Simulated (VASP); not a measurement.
Set up this calculation in VASP 6.6.1, as the native input.

* Task: single point
* Functional: PBEsol
* Potentials or basis: VASP PAW PBE potentials, release 64 (V_sv, Al, N)
* Cutoff: 450 eV
* k mesh: 3 × 3 × 2
* Occupations: gaussian, width 0.03 eV
* Spin: collinear spin, ferromagnetic start
* Fixed moment: 2 μB
* Hubbard terms: V d U = 5 eV
* Dq: 0
* Further INCAR settings: LREAL = Auto; ALGO = Normal; EDIFF = 1e-05; NBANDS = 95; ISYM = 0

The structure of Al15VN16 (a cell with a defect) lies in POSCAR:

```
Al15VN16                                
1.0
    6.2200008610      0.0000000000      0.0000000000
   -3.1100004305      5.3866787572      0.0000000000
    0.0000000000      0.0000000000      9.9600000000
  V               Al              N             
     1    15    16
Direct
     0.3339462031077833    0.1655845013366759    0.9967892864897081
     0.3329239994009887    0.1657477354820598    0.5006059976140617
     0.3331508591606504    0.6652072282347187    0.0012982336416985
     0.3337774338613263    0.6661574907524325    0.5002379399980950
     0.8339234230711378    0.1660947177653672    0.0013978145440340
     0.8324324194218385    0.1649850767525464    0.5004239977306171
     0.8343743607512842    0.6653028966716575    0.0012541177990506
     0.8325001105746448    0.6663011282337102    0.5004754417024805
     0.1665261355715225    0.3331420111836482    0.2522798592248666
     0.1647807686140959    0.3332514679127595    0.7486060177402787
     0.1666806719049509    0.8322655929790678    0.2522008986760891
     0.1650561066956219    0.8293191115516136    0.7483876802762978
     0.6674307482396713    0.3332014391258417    0.2521983097672650
     0.6690186132108622    0.3334918269781594    0.7484877350897750
     0.6670068543233434    0.8328569792182173    0.2503797118346553
     0.6661729748161009    0.8319980309158865    0.7508054668304641
     0.3335059111756788    0.1662318520209453    0.1991011090067683
     0.3328719353650405    0.1654116124126560    0.6931816221841979
     0.3332121356368496    0.6659244672032708    0.1919887535555219
     0.3343686030023052    0.6659123400995770    0.6902242412670399
     0.8337712652254317    0.1665716844513847    0.1920134867379347
     0.8320814273538387    0.1637822210065691    0.6903815966821883
     0.8339599774465508    0.6659868727634657    0.1919822747665406
     0.8322046625523606    0.6662914761800673    0.6904007791629162
     0.1658948375400347    0.3327614906381005    0.4429606085765306
     0.1603648423477533    0.3386697299963282    0.9382192696282809
     0.1658662490300261    0.8317819033282070    0.4429062357929371
     0.1606630880723585    0.8189495208317733    0.9379533017036469
     0.6670092706056584    0.3329382119839704    0.4429461841513594
     0.6805666995138786    0.3389524915935007    0.9380404322448845
     0.6663640332552218    0.8325358379562084    0.4406513554896014
     0.6671703791511848    0.8321300524396040    0.9423392400902381
```

These files were run (other wordings do the same):

INCAR

```
PREC = Accurate
ENCUT = 450
EDIFF = 1E-5
ISMEAR = 0
SIGMA = 0.03
LREAL = Auto
LASPH = T
NELM = 120
ALGO = Normal
ISIF = 2
LWAVE = F
LCHARG = F
ISPIN = 2
MAGMOM = 2 0 0 0 0 0 0 0 0 0 0 0 0 0 0 0 0 0 0 0 0 0 0 0 0 0 0 0 0 0 0 0
LORBIT = 11
NUPDOWN = 2
LMAXMIX = 4
LDAU = T
LDAUTYPE = 2
LDAUL = 2 -1 -1
LDAUU = 5 0 0
LDAUJ = 0 0 0
LDAUPRINT = 1
GGA = PS
NBANDS = 95
ISYM = 0
```

KPOINTS

```
regular mesh
0
Gamma
  3 3 2
```

Potentials or basis: VASP PAW PBE potentials, release 64 (V_sv, Al, N).

Run with:

```console
$ cat potpaw_PBE.64/V_sv/POTCAR potpaw_PBE.64/Al/POTCAR potpaw_PBE.64/N/POTCAR > POTCAR
$ mpirun -np 1 vasp_std > vasp.out
```

Results of the run:

```
Largest force                                         : 0.309 eV/Å
Net moment                                            : 2.00 μB per cell
Site moments                                          : V +1.91; Al -0.00, +0.01, +0.00; N -0.01, -0.00, +0.00 μB
Valence electrons inside the program's atomic spheres : V 11.61; Al 0.81, 0.82; N 3.83, 3.84, 3.85
```

Caveat: the k mesh is coarse (spacing up to 0.39 Å⁻¹), so the values aren't converged; the PAW data sets were made with another functional, which shifts forces and pressure a little; the total moment is fixed, so each spin has its own Fermi level.

Run time: 24 min on 1 thread of Intel(R) Xeon(R) Platinum 8488C (Sapphire Rapids), with other jobs on the host, peak memory 0.7 GiB.
